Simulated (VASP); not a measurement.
A run of VASP 6.6.1 is set up as follows.

Contents of POSCAR:

```
NbTe
1.0
    3.7029743866      0.0000000000      0.0000000000
   -1.8514871933      3.2068698884      0.0000000000
    0.0000000000      0.0000000000      3.6942110000
Te Nb
1 1
Direct
    0.6666666667      0.3333333333      0.0000000000
    0.0000000000      0.0000000000      0.5000000000
```

The input INCAR.step1:

```
SYSTEM = NbTe
PREC = Accurate
ENCUT = 600
EDIFF = 1E-8
ISMEAR = 0
SIGMA = 0.05
LREAL = .FALSE.
LASPH = .TRUE.
NELM = 80
ALGO = Normal
ISIF = 3
LWAVE = .FALSE.
LCHARG = .FALSE.
METAGGA = R2SCAN
LMIXTAU = .TRUE.
IBRION = 2
NSW = 40
EDIFFG = -0.002
```

INCAR.step2

```
SYSTEM = NbTe
PREC = Accurate
ENCUT = 600
EDIFF = 1E-8
ISMEAR = 0
SIGMA = 0.05
LREAL = .FALSE.
LASPH = .TRUE.
NELM = 80
ALGO = Normal
ISIF = 2
LWAVE = .FALSE.
LCHARG = .FALSE.
METAGGA = R2SCAN
LMIXTAU = .TRUE.
IBRION = 6
NFREE = 2
POTIM = 0.015
NSW = 1
```

Contents of KPOINTS:

```
regular mesh
0
G
  6 6 5
  0 0 0
```

Potentials or basis: VASP PAW PBE potentials, release 64 (Te, Nb_sv).

The run is started by

```sh
$ cat potpaw_PBE.64/Te/POTCAR potpaw_PBE.64/Nb_sv/POTCAR > POTCAR
$ cp INCAR.step1 INCAR
$ mpirun -np 1 vasp_std > vasp.out
$ cp CONTCAR POSCAR
$ cp INCAR.step2 INCAR
$ mpirun -np 1 vasp_std > vasp.out
```

(1) Estimate the highest phonon frequency at Γ, LO-TO splitting left out.

(2) What does it give for the space group after relaxing (to 0.05 Å)?

(3) Predict the relaxed volume.

(4) Predict the relaxed cell.

Results:

(1) 232 cm⁻¹.

(2) P-6m2 (No. 187).

(3) 21.65 Å³/atom.

(4) a = 3.683 Å, b = 3.683 Å, c = 3.687 Å, α = 90.00°, β = 90.00°, γ = 120.00°.

Caveat: the PAW data sets were made with another functional, which shifts forces and pressure a little.
